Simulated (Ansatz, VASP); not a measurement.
## AlIn2N3: VASP beside Ansatz

Wanted: the spread between two codes on one cell, functional and k mesh. The cell is taken from a series of runs on this material, whose earlier steps may have relaxed, scaled, displaced or heated it; both programs get it as it stands.

Method: plane waves, with VASP 6.6.1 beside it; HSE06 form with 60 % exact exchange, screening 0.2078 1/A with an exact-exchange share of 0.6, in Ansatz 0.2.0.

### 1. The starting structure

Symmetry: Cmc2_1, No. 36, orthorhombic system. Conventional cell: a = 10.296 Å, b = 5.926 Å, c = 5.500 Å, α = 90.00°, β = 90.00°, γ = 90.00°. Nearest to Al lie 4 N at 1.90 to 1.92 Å. Nearest to In lie 4 N at 2.18 to 2.20 Å. N has 1 Al at 1.90 Å and 3 In at 2.18 to 2.20 Å nearest. N has 2 Al at 1.91 to 1.92 Å and 2 In at 2.19 Å nearest. Farther neighbours and most contacts between anions are not listed.

As a file:

```xyz
12
Lattice="5.1481 -2.9629 0.0000 5.1481 2.9629 0.0000 0.0000 0.0000 5.5000" Properties=species:S:1:pos:R:3 pbc="T T T"
Al    5.1481    0.9408    5.4407
Al    5.1481   -0.9408    2.6907
In    6.8146   -1.9344    5.4292
In    3.4816   -1.9344    5.4292
In    3.4816    1.9344    2.6792
In    6.8146    1.9344    2.6792
N     6.7019   -1.8841    2.1210
N     3.5943   -1.8841    2.1210
N     3.5943    1.8841    4.8710
N     6.7019    1.8841    4.8710
N     5.1481    0.7784    1.8550
N     5.1481   -0.7784    4.6050
```

### 2. Ansatz: G0W0 gap, HSE06 form with 60 % exact exchange, screening 0.2078 1/A with an exact-exchange share of 0.6

Ansatz runs on its PAW soft_1 files.

Quasiparticle shifts depend on high empty states and on the cores, so they are the hardest test of two PAW sets.

The input, input.yaml:

```yaml
crystal:
  lattice:
    - [5.1481021059, -2.9628729689, 0.0]
    - [5.1481021059, 2.9628729689, 0.0]
    - [0.0, 0.0, 5.500038]
  atoms:
    - { symbol: Al, position: [0.341243, 0.658757, 0.989218] }
    - { symbol: Al, position: [0.658757, 0.341243, 0.489218] }
    - { symbol: In, position: [0.988295, 0.335413, 0.987121] }
    - { symbol: In, position: [0.664587, 0.011705, 0.987121] }
    - { symbol: In, position: [0.011705, 0.664587, 0.487121] }
    - { symbol: In, position: [0.335413, 0.988295, 0.487121] }
    - { symbol: "N", position: [0.968855, 0.332959, 0.385637] }
    - { symbol: "N", position: [0.667041, 0.031145, 0.385637] }
    - { symbol: "N", position: [0.031145, 0.667041, 0.885637] }
    - { symbol: "N", position: [0.332959, 0.968855, 0.885637] }
    - { symbol: "N", position: [0.368643, 0.631357, 0.337266] }
    - { symbol: "N", position: [0.631357, 0.368643, 0.837266] }
kpoints:
  mp_grid: { grid: [3, 3, 2] }
hamiltonian:
  xc:
    exchange: pbe
    correlation: pbe
    exx: { coeff: 0.6, omega: 0.2078 }
  pseudopotentials: { kind: paw, azcp: { folder: soft_1 } }
scf:
  occupations: { method: fixed }
gw:
  n_empty_bands: 699
  ecut_chi: 150.0
  qp_bands: [v4, c4]
  qp_kpoints: band_edges
  screening: { model: contour_deformation }
```

The run is started by

```
ansatz run input.yaml --threads 2 --pin off --max-ram 92160MiB --backend cuda --events-out ev --progress --plain --runs-dir out --devices 1 --max-vram 13GiB
```

Numbers of over 12 decimals in the logs are rounded to 6 here.

Log:

```text
exact exchange: scf.exx.singularity resolves to wigner_seitz, which cuts the screened interaction at the faces of the exchange supercell's Wigner-Seitz cell, so that each pair interacts once, at the shortest of its separations (the periodic images that this leaves out come, for a point-like exchange hole, to about 0.002 eV on a filled level). The cut falls within the interaction's reach, and what an exchange supercel [...]
GPUs: using 1 of 1 available (devices: 1).
Engine: ansatz 0.2.0, x86_64-unknown-linux-gnu
Pseudopotentials: kind: paw
Pseudopotential: Al, paw, valence charge 3, recommended cutoff 420 eV (normal), soft_1/Al.paw.azcp
Pseudopotential: In, paw, valence charge 13, recommended cutoff 420 eV (normal), soft_1/In.paw.azcp
Pseudopotential: N, paw, valence charge 5, recommended cutoff 420 eV (normal), soft_1/N.paw.azcp
Functional definition: unnamed
  parameter a_1 = 0.6
  parameter omega_1 = 0.2078/angstrom
  exchange = pbe_x + (-a_1)*pbe_x_sr(omega_1) + a_1*exact_x_sr(omega_1)
  correlation = pbe_c
davidson cushion auto → on  (no smearing: the cushion is to keep the highest requested band from converging to the state above it; pin scf.eigensolver.cushion to override)
device memory: the entry about to start is reckoned to put 2.1 GiB on a device that reports 64.2 GiB free (of which the cap on the GPU budget leaves the run 13.0 GiB)
GPU FFT provider: cuFFT
GPU libraries: cuBLAS 13.8.2, cuFFT 12.4.0, cuSOLVER 12.3.4
Crystal: 12 atoms, lattice volume = 167.786 Å³
Basis set: ecut = 420 eV, 3247 PW (Γ)
Bands: 56, of which v1, the nominal top of the filled ones, is band 44 counted from 1 (43 counted from 0)
Symmetry: 4 space group operations
Space group: Cmc21 (ITA 36), of the structure as read, at distance tolerance 5.5e-5 Å
k-points: 8 of 18
Non-local potential: Al, projectors of the file, l = 0: 2, l = 1: 2, l = 2: 1
Non-local potential: In, projectors of the file, l = 0: 2, l = 1: 2, l = 2: 2, l = 3: 1
Non-local potential: N, projectors of the file, l = 0: 2, l = 1: 2, l = 2: 1
PAW form: soft (Blöchl's): semilocal exchange-correlation on the pseudo side does not see the compensation charge
PAW frozen core: Al, regenerated for the run's functional, and the local potential with it (the file was generated under x = pbe(κ = 0.804, μ = 0.219515), c = pbe(β = 0.066725))
PAW frozen core: In, regenerated for the run's functional, and the local potential with it (the file was generated under x = pbe(κ = 0.804, μ = 0.219515), c = pbe(β = 0.066725))
PAW frozen core: N, regenerated for the run's functional, and the local potential with it (the file was generated under x = pbe(κ = 0.804, μ = 0.219515), c = pbe(β = 0.066725))
PAW one-centre angular grid: Al, 110 points (default); XC on 64 Gauss nodes
PAW one-centre angular grid: In, 590 points (default); XC on 64 Gauss nodes
PAW one-centre angular grid: N, 110 points (default); XC on 64 Gauss nodes
Initial density: superposition of atomic densities (chi_scale 0.1, normalization cell, long waves kept (reshape's long-wave potential 0.07 eV rms))
Initial wavefunctions: pseudopotential atomic-orbital guess
GPU buffer pool allocated for 64000 grid points (all kernels)
GPU transforms: local potential and band sums: pruned to the plane-wave sphere, on 40×40×40
Functional: x = pbe(κ = 0.804, μ = 0.219515), c = pbe(β = 0.066725), warm-up for x = pbe(κ = 0.804, μ = 0.219515) + 0.6 (exact − pbe) at short range (hse, ω = 0.2078 Å⁻¹), c = pbe(β = 0.066725)
SCF iter   1: F=—  HF=-25779.309991 eV  |F-HF|=—  |Δ(HF+E_count)|=         —  Δρ=8.84e-2  dr2=1.65e1  ethr=1.00e-1  ⟨swp⟩=4.6  Hψ=1491  notcnv=0
preconditioner: auto → none  [insulator: Δε(μ)=1.769 eV  Ē_g=14.903 eV  n_scr=46 (ndim 8)  ℏωp=26.9 eV  f_vac=0.000]
SCF iter   2: F=—  HF=-25776.374899 eV  |F-HF|=—  |Δ(HF+E_count)|=    2.94e0  Δρ=6.35e-2  dr2=5.17e0  ethr=1.88e-2  ⟨swp⟩=3.6  Hψ=1225  notcnv=0  defer=1
iter 3 solved again at ethr=3.80e-4 eV; its pass at ethr=5.87e-3 eV (dr2=3.34e-1 eV) is discarded
[...]
device memory: the entry about to start is reckoned to put 0.9 GiB on a device that reports 63.7 GiB free (of which the cap on the GPU budget leaves the run 13.0 GiB)
NSCF: frozen V_eff on 1 k-points
device memory: the entry about to start is reckoned to put 0.9 GiB on a device that reports 63.7 GiB free (of which the cap on the GPU budget leaves the run 13.0 GiB)
NSCF: frozen V_eff on 1 k-points
hybrid SCF converged: 3 outer / 14 inner (+7 warm-up), last move |dexx| = 1.07e-7 eV, tail = 1.01e-7 eV
Stability not checked: this state was not tested for a lower state beside it, because the functional holds exact exchange (a hybrid, or Hartree-Fock), whose exchange loop this test does not read (fock_operator; see scf.lower_state_search)
Free energy (F): -25814.689657 eV
Frozen-core exchange: fock
Harris-Foulkes:  -25814.689657 eV  (|F-HF|=1.68e-8)
Internal energy: -25814.689657 eV  (E = F + TS)
E sigma→0 (E₀):  -25814.689657 eV
Fermi energy:    6.671505 eV
--- Per-component energies (eV) ---
  E_band       = -358.818635
  E_kinetic    = 1697.431864
  E_local      = -5472.958740  (includes V_loc(G=0)·N_el)
  E_nonlocal   = 1520.505044
  E_hartree    = 2195.851480
  E_xc         = -528.019199
  E_vxc        = -451.801427  (∫ρ·V_xc dr)
  E_exx        = -527.524378  (= α·E_x^exact, valence–valence)
  E_paw        = -18546.389937  (= ΣΔE_a)
  E_vpaw       = -988.654140  (= ΣTr[D̂ρ^β])
  E_aug_tail   = 0.005389  (compensation charges beyond the density's cutoff)
  E_ewald      = -6157.821293
  E_core_change = 4.230114  (= ΣΔE_core)
  E_smearing   = -0.000000  (= −TS)
  E_closure    = 0.000000  (closes the sum)
  Σ components = -25814.689657   (vs F -25814.689657, Δ=3.64e-12)
--- Band table (eV; the first three rows and the last of 8) ---
  k-point 0: bands = [... 40 lower, 5.9982, 6.6046, 6.6706, 6.6715, 10.2750, 13.3181, 14.4767, 14.7641, ... 2 higher]
  k-point 1: bands = [... 40 lower, 6.3075, 6.3075, 6.4476, 6.4476, 12.8452, 12.8452, 15.7791, 15.7791, ... 2 higher]
  k-point 2: bands = [... 40 lower, 5.4211, 5.8782, 6.2871, 6.3133, 12.1105, 14.3616, 14.6036, 15.0349, ... 2 higher]
  k-point 7: bands = [... 40 lower, 5.5188, 5.5188, 5.9119, 5.9119, 13.5827, 13.5827, 13.9310, 13.9310, ... 2 higher]
  guard bands above this table: 6 of the run's 56 bands. The solve was not asked for them (output.publish_guard_bands: true or output.eigenvalues: true publishes all)
--- G₀W₀: contour deformation, 6 samples at zero and on the imaginary axis and 1 off it, 18 q-points, 699 empty bands' worth ---
  eigenvalues of the whole cell's RPA ε∞ on this k-mesh (on a slab, of 1 + 4πα/V) = 3.8127, 3.8150, 3.8879; static W/v taken at q = 0 is 0.259753
  bands read: the sum over 743 bands ends inside a degenerate multiplet in 4 slots, whose members it reads at an even weight; the widest, k=1: bands 743 to 744 (counted from 1) at 1/2 each
  gw.qp_kpoints: band_edges: 6 of 8 stored k-points solved, in 1 pass; an edge of the gap read off the rows below is read off those points alone
    valence top: of the k-points left out ik 5 came nearest to being solved in a further pass, in band 44 (counted from 1, as in the quasiparticle table): it holds the edge there only if its correction is more favourable than any solved in that band by at least 0.610 eV; those differ by 0.045 eV
    conduction bottom: of the k-points left out ik 3 came nearest to being solved in a further pass, in band 46 (counted from 1, as in the quasiparticle table): it holds the edge there only if its correction is more favourable than any solved in that band by at least 3.086 eV; those differ by 0.133 eV
    ik  band        ε_KS         Σx   Σc(E_QP)       V_xc       Z   E_QP_lin       E_QP  E_QP is
     0    41      5.9982   -21.2858     2.3670   -19.6329  0.8131     6.7084     6.7124  root
     0    42      6.6046   -21.6985     2.4207   -19.9967  0.8126     7.3197     7.3236  root
     0    43      6.6706   -21.7445     2.3239   -20.1450  0.8145     7.3912     7.3950  root
     0    44      6.6715   -21.9179     2.3450   -20.3073  0.8142     7.4020     7.4059  root
     0    45     10.2750    -9.7149    -3.3435   -13.1033  0.8481    10.3199    10.3199  root
     0    46     13.3181    -8.7641    -3.9478   -12.5323  0.8512    13.1387    13.1384  root
     0    47     14.4767    -5.8917    -3.8256    -9.5851  0.8570    14.3446    14.3445  root
     0    48     14.7641    -5.7895    -3.8421    -9.4901  0.8574    14.6227    14.6225  root
     1    41      6.3075   -21.5669     2.3635   -19.9216  0.8137     7.0219     7.0258  root
     1    42      6.3075   -21.5669     2.3635   -19.9216  0.8137     7.0219     7.0258  root
     1    43      6.4476   -21.4924     2.3184   -19.8753  0.8134     7.1452     7.1489  root
     1    44      6.4476   -21.4924     2.3184   -19.8753  0.8134     7.1452     7.1489  root
     1    45     12.8452    -9.6443    -3.6907   -13.2808  0.8412    12.7911    12.7911  root
     1    46     12.8452    -9.6443    -3.6907   -13.2808  0.8412    12.7911    12.7911  root
     1    47     15.7791    -7.2823    -4.0933   -11.2034  0.8464    15.6071    15.6068  root
     1    48     15.7791    -7.2823    -4.0933   -11.2034  0.8464    15.6071    15.6068  root
     2    41      5.4211   -20.7778     2.4226   -19.0712  0.8100     6.1329     6.1371  root
     2    42      5.8782   -20.9494     2.3230   -19.3149  0.8127     6.5630     6.5668  root
     2    43      6.2871   -21.5231     2.3963   -19.8550  0.8129     7.0113     7.0153  root
     2    44      6.3133   -21.4436     2.4066   -19.7554  0.8124     7.0278     7.0318  root
     2    45     12.1105   -10.1994    -3.4690   -13.7061  0.8396    12.1483    12.1483  root
     2    46     14.3616    -9.2862    -3.9774   -13.1157  0.8374    14.2138    14.2136  root
     2    47     14.6036    -9.4024    -4.0435   -13.2673  0.8388    14.4252    14.4249  root
     2    48     15.0349    -7.8053    -3.9492   -11.6071  0.8466    14.8877    14.8875  root
[...]
7    41      5.5188   -20.8302     2.4179   -19.1224  0.8100     6.2247     6.2289  root
     7    42      5.5188   -20.8302     2.4179   -19.1224  0.8100     6.2247     6.2289  root
     7    43      5.9119   -20.9425     2.3232   -19.3090  0.8130     6.5978     6.6015  root
     7    44      5.9119   -20.9425     2.3232   -19.3090  0.8130     6.5978     6.6015  root
     7    45     13.5827    -7.6038    -3.7597   -11.2751  0.8509    13.4943    13.4942  root
     7    46     13.5827    -7.6038    -3.7597   -11.2751  0.8509    13.4943    13.4942  root
     7    47     13.9310    -8.2316    -3.8858   -11.9900  0.8452    13.8037    13.8035  root
     7    48     13.9310    -8.2316    -3.8858   -11.9900  0.8452    13.8037    13.8035  root
```

(Continued in part 2 of 2.)

[Lines on the potential files, build, host, timing and source positions are cut from VASP's logs without a mark.]

[Logs are printed without paths, hosts, clocks, repeated set-up lines and the standing remarks that a program may print on its own settings, such as how far it seeks lower states.]

[Hosts, paths, dates, database ids (printed as entryN), source tags and the programs' standing remarks are cut or masked in the printed files.]
